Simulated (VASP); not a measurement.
```xyz
2
Lattice="0.0000 2.7468 2.7468 2.7468 0.0000 2.7468 2.7468 2.7468 0.0000" Properties=species:S:1:pos:R:3 pbc="T T T"
Si     0.0000     0.0000     0.0000
Si     1.3734     1.3734     1.3734
```

These are r2SCAN meta-GGA, VASP's PBE PAW potentials (set 64) (plane waves; VASP 6.6.1) values and carry that method's errors. Numerical set-up: 520 eV cut-off, 8×8×8 Γ-centred mesh, Gaussian smearing of 0.050 eV, potentials Si.

**Question.** Give the stress tensor in GPa (positive for a compressed cell).

**Answer.** 
```
-2.70   0.00   0.00
 0.00  -2.70   0.00
 0.00   0.00  -2.70
```
The pressure is its mean diagonal, -2.70 GPa.

The compound is Si in the diamond structure. This cell is one point of a volume scan, at 1.03 of the reference volume.
